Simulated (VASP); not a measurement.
# Ca2FeO3 (R-3m) in VASP: relaxation of cell and atoms with PBE

Aim: the relaxation of cell and atoms of Ca2FeO3 with PBE.

Everything below comes from runs of VASP 6.6.1. Logs are shortened: lines on timing, memory, paths and dates and some standing lists are left out, and cuts for length are marked.

## Step 1: Starting point

It takes space group R-3m (No. 166, trigonal). Conventional cell: a = 4.997 Å, b = 4.997 Å, c = 11.850 Å, α = 90.00°, β = 90.00°, γ = 120.00°. Ca (site symmetry 3m) is surrounded by 9 O at 2.85 to 2.91 Å and 3 Fe at 2.93 Å and 4 Ca at 2.97 to 3.05 Å. Fe (site symmetry -3m) has 6 O at 2.45 Å as nearest neighbours. O (site symmetry 2/m) is surrounded by 2 Fe at 2.45 Å and 4 O at 2.50 Å.

The cell was built by a generator and needn't be a form met in nature.

## Step 2: Relaxation of cell and atoms, PBE, collinear spin, ferromagnetic start

INCAR reads:

```
ALGO     = Fast           # electronic algorithm
EDIFF    = 1E-4           # SCF threshold, eV
EDIFFG   = -0.08          # ionic threshold
ENCUT    = 520            # plane-wave cutoff, eV
GGA      = PE             # functional
IBRION   = 2              # ionic algorithm
ISIF     = 3              # what is computed and relaxed
ISMEAR   = 0              # smearing method
ISPIN    = 2              # spin polarisation
LASPH    = True           # aspherical terms in the spheres
LCHARG   = False          # write CHGCAR
LMAXMIX  = 4              # l up to which the mixer works
LORBIT   = 11             # projections on sites
LREAL    = False          # projectors in reciprocal space
LWAVE    = False          # write WAVECAR
MAGMOM   = 0 0 3 0 0 0    # initial moments
NELM     = 60             # most SCF steps
NSW      = 24             # ionic steps
PREC     = Normal         # precision mode
SIGMA    = 0.15           # smearing width, eV
```

KPOINTS reads:

```
k-points
0
Gamma
  4 4 4
```

POSCAR reads:

```
Ca2FeO3
1.0
    2.4983132500      1.4424018300      3.9501537100
   -2.4983132500      1.4424018300      3.9501537100
    0.0000000000     -2.8848036600      3.9501537100
Ca Fe O
2 1 3
Direct
    0.6254743900      0.6254743900      0.6254743900
    0.3745256100      0.3745256100      0.3745256100
    0.0000000000      0.0000000000      0.0000000000
    0.0000000000      0.5000000000      0.0000000000
    0.5000000000      0.0000000000      0.0000000000
    0.0000000000      0.0000000000      0.5000000000
```

Potentials or basis: VASP PAW PBE potentials, release 64 (Ca_sv, Fe, O).

The run is started by

```
$ cat potpaw_PBE.64/Ca_sv/POTCAR potpaw_PBE.64/Fe/POTCAR potpaw_PBE.64/O/POTCAR > POTCAR
$ mpirun -np 1 vasp_std > vasp.out
```

OUTCAR:

```text
EDIFF = 1E-4
   EDIFFG = -0.08
   ENCUT = 520
   GGA = PE
   IBRION = 2
   ISIF = 3
   ISMEAR = 0
   ISPIN = 2
   LASPH = True
   LORBIT = 11
   LREAL = False
   NELM = 60
   NSW = 24
   PREC = Normal

 ion  position               nearest neighbor table
   1  0.625  0.625  0.625-   3 2.93   3 2.93   3 2.93   2 2.97   2 3.05   2 3.05   2 3.05
   2  0.375  0.375  0.375-   3 2.93   3 2.93   3 2.93   1 2.97   1 3.05   1 3.05   1 3.05
   3  0.000  0.000  0.000-   4 2.45   5 2.45   4 2.45   5 2.45   6 2.45   6 2.45   2 2.93   1 2.93
                             2 2.93   1 2.93   2 2.93   1 2.93
   4  0.000  0.500  0.000-   3 2.45   3 2.45
   5  0.500  0.000  0.000-   3 2.45   3 2.45
   6  0.000  0.000  0.500-   3 2.45   3 2.45

  LATTYP: Found a trigonal (rhomboedric) cell.
 ALAT       =     4.8914012808
 COS(alpha) =     0.4782563240

  Lattice vectors:

 A1 = (   2.4983132500,   1.4424018300,   3.9501537100)
 A2 = (  -2.4983132500,   1.4424018300,   3.9501537100)
 A3 = (   0.0000000000,  -2.8848036600,   3.9501537100)

Analysis of symmetry for initial positions (statically):
=====================================================================
 Subroutine PRICEL returns:
 Original cell was already a primitive cell.

 Routine SETGRP: Setting up the symmetry group for a
 trigonal (rhombohedral) supercell.

 Subroutine GETGRP returns: Found 12 space group operations
 (whereof 12 operations were pure point group operations)
 out of a pool of 12 trial point group operations.

The static configuration has the point symmetry D_3d.

Analysis of symmetry for dynamics (positions and initial velocities):
=====================================================================
 Subroutine PRICEL returns:
 Original cell was already a primitive cell.

 Routine SETGRP: Setting up the symmetry group for a
 trigonal (rhombohedral) supercell.

 Subroutine GETGRP returns: Found 12 space group operations
 (whereof 12 operations were pure point group operations)
 out of a pool of 12 trial point group operations.

The dynamic configuration has the point symmetry D_3d.

Analysis of structural, dynamic, and magnetic symmetry:
=====================================================================
 Subroutine PRICEL returns:
 Original cell was already a primitive cell.

 Routine SETGRP: Setting up the symmetry group for a
 trigonal (rhombohedral) supercell.

 Subroutine GETGRP returns: Found 12 space group operations
 (whereof 12 operations were pure point group operations)
 out of a pool of 12 trial point group operations.

The overall configuration has the point symmetry D_3d.

 Subroutine INISYM returns: Found 12 space group operations
 (whereof 12 operations are pure point group operations),
 and found     1 'primitive' translations

----------------------------------------------------------------------------------------

                                     Primitive cell

  volume of cell :      85.4080

  direct lattice vectors                    reciprocal lattice vectors
     2.498313250  1.442401830  3.950153710     0.200135031  0.115548014  0.084384902
    -2.498313250  1.442401830  3.950153710    -0.200135031  0.115548014  0.084384902
     0.000000000 -2.884803660  3.950153710     0.000000000 -0.231096028  0.084384902

  length of vectors
     4.891401278  4.891401278  4.891401281     0.246020702  0.246020702  0.246020702

  position of ions in fractional coordinates (direct lattice)
     0.625474390  0.625474390  0.625474390
     0.374525610  0.374525610  0.374525610
     0.000000000  0.000000000  0.000000000
     1.000000000  0.500000000  0.000000000
     0.500000000  1.000000000  0.000000000
     0.000000000  0.000000000  0.500000000

  ion indices of the primitive-cell ions
   primitive index   ion index
                 1           1
                 2           2
                 3           3
                 4           4
                 5           5
                 6           6

----------------------------------------------------------------------------------------

 KPOINTS: k-points

Automatic generation of k-mesh.
 Grid dimensions read from file:
 generate k-points for:    4    4    4

 Generating k-lattice:

[... 28 lines left out ...]
  0.500000  0.500000  0.250000      6.000000
 -0.250000  0.500000  0.250000      6.000000
  0.500000  0.500000  0.500000      1.000000
   k-points           NKPTS =     13   k-points in BZ     NKDIM =     13   number of bands    NBANDS=     29
   number of dos      NEDOS =    301   number of ions     NIONS =      6
   total plane-waves  NPLWV =  21952
   dimension x,y,z NGX =    28 NGY =   28 NGZ =   28
   dimension x,y,z NGXF=    56 NGYF=   56 NGZF=   56
   ions per type =               2   1   3
   NGX,Y,Z   is equivalent  to a cutoff of   9.52,  9.52,  9.52 a.u.
   NGXF,Y,Z  is equivalent  to a cutoff of  19.03, 19.03, 19.03 a.u.
 SYSTEM =  unknown system
   PREC   = normal    normal or accurate (medium, high low for compatibility)
   ISTART =      0    job   : 0-new  1-cont  2-samecut
   ICHARG =      2    charge: 1-file 2-atom 10-const
   ISPIN  =      2    spin polarized calculation?
   LNONCOLLINEAR =      F non collinear calculations
   LSORBIT =      F    spin-orbit coupling
   LASPH  =      T    aspherical Exc in radial PAW
   ENCUT  =  520.0 eV  38.22 Ry    6.18 a.u.   9.09  9.09  9.09*2*pi/ulx,y,z
   NELM   =     60;   NELMIN=  2; NELMDL= -5     # of ELM steps
   EDIFF  = 0.1E-03   stopping-criterion for ELM
   LREAL  =      F    real-space projection
   EDIFFG = -.8E-01   stopping-criterion for IOM
   NSW    =     24    number of steps for IOM
   IBRION =      2    ionic relax: 0-MD 1-quasi-New 2-CG
   NFREE  =      1    steps in history (QN), initial steepest desc. (CG)
   ISIF   =      3    stress and relaxation
   ISYM   =      2    0-nonsym 1-usesym 2-fastsym
   POTIM  = 0.5000    time-step for ionic-motion
   TEBEG  =    0.0;   TEEND  =   0.0 temperature during run
   PSTRESS=    0.0 pullay stress
   NELECT =      46.0000    total number of electrons
   NUPDOWN=      -1.0000    fix difference up-down
   EMIN   =  10.00;   EMAX   =-10.00  energy-range for DOS
   EFERMI =   0.00;   METHOD = LEGACY
   ISMEAR =     0;   SIGMA  =   0.15  broadening in eV -4-tet -1-fermi 0-gaus
   EFERMI_NEDOS =   21; number of points for ismear=-14 and -15
   IALGO  =     68    algorithm
   IMIX   =      4    mixing-type and parameters
     AMIX     =   0.40;   BMIX     =  1.00
     AMIX_MAG =   1.60;   BMIX_MAG =  1.00
  volume/ion in A,a.u.               =      14.23        96.06
  Fermi-wavevector in a.u.,A,eV,Ry     =   1.331971  2.517059 24.138718  1.774146
  Thomas-Fermi vector in A             =   2.460941
   LORBIT       =     11    0 simple, 1 ext, 2 COOP (PROOUT), +10 PAW based schemes
   GGA     = PE    functional components
   LHFCALC =     F    Hartree Fock is set to
   AEXX    =    0.0000 exact exchange contribution
   IVDW    =     0    specifies the selected vdW correction
   LEPSILON=     F    determine dielectric tensor
   LRPA    =     F    only Hartree local field effects (RPA)
 conjugate gradient relaxation of ions
 spin polarized calculation
 RMM-DIIS sequential band-by-band and
 Gauss-broadening in eV      SIGMA  =   0.15
  energy-cutoff  :      520.00
  volume of cell :       85.41
 maximum number of plane-waves:      2336
   NGX = 19   NGY = 19   NGZ = 19

--------------------------------------- Ionic step        1  -------------------------------------------

 number of electron      45.9999999 magnetization       1.5270496

 Free energy of the ion-electron system (eV)
  ---------------------------------------------------
  ext. energy  EPLUGINS =         0.00000000
  ---------------------------------------------------
  free energy    TOTEN  =       -30.23093263 eV

  energy without entropy =      -30.17972023  energy(sigma->0) =      -30.20532643

------------------------ aborting loop because EDIFF is reached ----------------------------------------

  FORCE on cell =-STRESS in cart. coord.  units (eV):
  Direction    XX          YY          ZZ          XY          YZ          ZX
  --------------------------------------------------------------------------------------
  -------------------------------------------------------------------------------------
  Total        3.4782852      3.4782853    -21.1258438      0.0000000     -0.0000000     -0.0000000
  in kB       65.2495280     65.2495283   -396.3019825      0.0000000     -0.0000000     -0.0000000
  external PRESSURE =     -88.6009754 kB  Pullay stress =       0.0000000 kB
[... 69 lines left out ...]
 number of electron      46.0000006 magnetization       0.0094533

 number of electron      46.0000006 magnetization      -0.1437667

 E-fermi :  11.0941     XC(G=0): -14.8715

 val. band max:       11.0075662856   @ k =  -0.2500   0.5000   0.2500
 cond. band min:      11.1249834912   @ k =   0.2500   0.2500   0.2500
 fundamental gap:      0.1174172057
 Fermi energy:        11.0940577635

 spin component 1

 k-point     1 :       0.0000    0.0000    0.0000
  band No.  band energies     occupation
      1     -42.2055      1.00000
      2     -33.2793      1.00000
      3     -19.8430      1.00000
      4     -19.4348      1.00000
      5     -19.4348      1.00000
      6     -18.3051      1.00000
[... 824 lines left out ...]
     28      20.5170      0.00000
     29     231.6065      0.00000

------------------------ aborting loop EDIFF was not reached (unconverged)  ----------------------------

  FORCE on cell =-STRESS in cart. coord.  units (eV):
  Direction    XX          YY          ZZ          XY          YZ          ZX
  --------------------------------------------------------------------------------------
  -------------------------------------------------------------------------------------
  Total       68.1922810     68.1922813    545.6051365      0.0000000     -0.0000000      0.0000000
  in kB     3137.0516879   3137.0517015  25099.4905652      0.0000000     -0.0000000      0.0000000
  external PRESSURE =   10457.8646515 kB  Pullay stress =       0.0000000 kB
[... 21 lines left out ...]
  FREE ENERGIE OF THE ION-ELECTRON SYSTEM (eV)
  ---------------------------------------------------
  free  energy   TOTEN  =        78.8984022811 eV

  energy  without entropy=       78.9254695514  energy(sigma->0) =       78.91193592

[... ionic steps 4 to 11 ...]

--------------------------------------- Ionic step       12  -------------------------------------------

 number of electron      46.0000064 magnetization      -3.9620063

------------------------ aborting loop because EDIFF is reached ----------------------------------------
[... 75 lines left out ...]
--------------------------------------- Ionic step       14  -------------------------------------------

 number of electron      46.0000061 magnetization      -3.9636037

 Free energy of the ion-electron system (eV)
  ---------------------------------------------------
  ext. energy  EPLUGINS =         0.00000000
  ---------------------------------------------------
  free energy    TOTEN  =       -37.43469557 eV

  energy without entropy =      -37.40044642  energy(sigma->0) =      -37.41757099

 E-fermi :   4.8589     XC(G=0): -10.4375

 val. band max:        4.7919532013   @ k =  -0.2500   0.5000   0.2500
 cond. band min:       4.8856052021   @ k =   0.2500   0.2500   0.0000
 fundamental gap:      0.0936520007
 Fermi energy:         4.8588624721

 spin component 1

 k-point     1 :       0.0000    0.0000    0.0000
  band No.  band energies     occupation
      1     -35.9236      1.00000
      2     -35.7925      1.00000
      3     -17.5503      1.00000
      4     -17.2873      1.00000
      5     -17.2873      1.00000
      6     -16.9012      1.00000
[... 857 lines left out ...]
  FREE ENERGIE OF THE ION-ELECTRON SYSTEM (eV)
  ---------------------------------------------------
  free  energy   TOTEN  =       -37.4346955714 eV

  energy  without entropy=      -37.4004464162  energy(sigma->0) =      -37.41757099

 reached required accuracy - stopping structural energy minimisation

 total charge

# of ion       s       p       d       tot
------------------------------------------
    1        2.051   5.859   0.406   8.316
    2        2.051   5.859   0.406   8.316
    3        0.292   0.341   6.037   6.670
    4        1.570   3.429   0.000   4.999
    5        1.570   3.429   0.000   4.999
    6        1.570   3.429   0.000   4.999
--------------------------------------------------
tot          9.104  22.347   6.849  38.300

 magnetization (x)

# of ion       s       p       d       tot
------------------------------------------
    1        0.001   0.001   0.011   0.013
    2        0.001   0.001   0.011   0.013
    3       -0.027  -0.027  -3.504  -3.559
    4       -0.009  -0.105   0.000  -0.114
    5       -0.009  -0.105   0.000  -0.114
    6       -0.009  -0.105   0.000  -0.114
--------------------------------------------------
tot         -0.053  -0.341  -3.483  -3.877
```

Run time: 13 min. Hardware: 1 thread of Intel Xeon Platinum 8488C (Sapphire Rapids), shared host; peak memory 0.23 GiB.

What came out:

- Free energy: -37.4347 eV
- Relaxed volume: 13.67 Å³/atom
- Relaxed cell: a = 4.391 Å, b = 4.391 Å, c = 4.391 Å, α = 81.34°, β = 81.34°, γ = 81.34°
- Space group after relaxing (to 0.05 Å): R-3m (No. 166)
- Energy gained by relaxing: 1200.6 meV/atom
- Ionic steps: 14
- Pressure after relaxing: 0.4 GPa
- Band gap on the k mesh: none (metal or under the smearing width)
- Net moment: -3.96 μB per cell
- Site moments: Ca +0.01; Fe -3.56; O -0.11 μB
- Valence electrons inside the program's atomic spheres: Ca 8.32; Fe 6.67; O 5.00

Stress tensor (GPa, compression positive):
```
 0.65  0.00  0.00
 0.00  0.65  0.00
 0.00  0.00 -0.02
```

Step by step:
```tsv
step	energy change (eV)	largest force (eV/Å)	pressure (GPa)	volume (Å³)
1	0.0000	0.0427	-8.86	85.41
2	-3.7454	3.2089	-4.44	74.92
3	109.1293	343.4108	1045.79	34.83
4	-3.7813	3.5207	-2.91	73.91
5	-4.7641	6.6592	9.18	68.19
6	-5.6406	4.1101	19.41	66.25
7	-5.6665	3.3787	22.24	65.79
8	-6.7646	1.0634	11.13	71.88
9	-7.1116	0.3287	4.39	76.92
10	-7.1122	0.2078	-3.45	87.66
11	-7.2008	0.1280	0.24	82.55
12	-7.2017	0.1202	0.43	82.07
13	-7.2014	0.1022	0.75	81.66
14	-7.2038	0.0019	0.43	82.04
```

Final structure:
```xyz
6
Lattice="2.8617 1.6522 2.8920 -2.8617 1.6522 2.8920 0.0000 -3.3044 2.8920" Properties=species:S:1:pos:R:3 pbc="T T T"
Ca    0.0000    0.0000    5.8334
Ca    0.0000    0.0000    2.8426
Fe    0.0000    0.0000    0.0000
O    -1.4308    0.8261    1.4460
O     1.4308    0.8261    1.4460
O     0.0000   -1.6522    1.4460
```

Caveat: the k mesh is coarse (spacing up to 0.39 Å⁻¹), so the values aren't converged; a cell with one magnetic atom can't hold antiferromagnetic order, which such compounds often take; semilocal functionals often make such compounds metallic where correlation or magnetic order opens a gap, which also shifts bond lengths; the relaxation stopped at a loose force limit of 0.08 eV/Å, so its end isn't a converged minimum. With open d or f shells a metallic result of PBE can be an artefact of self-interaction; +U or a hybrid may open a gap.
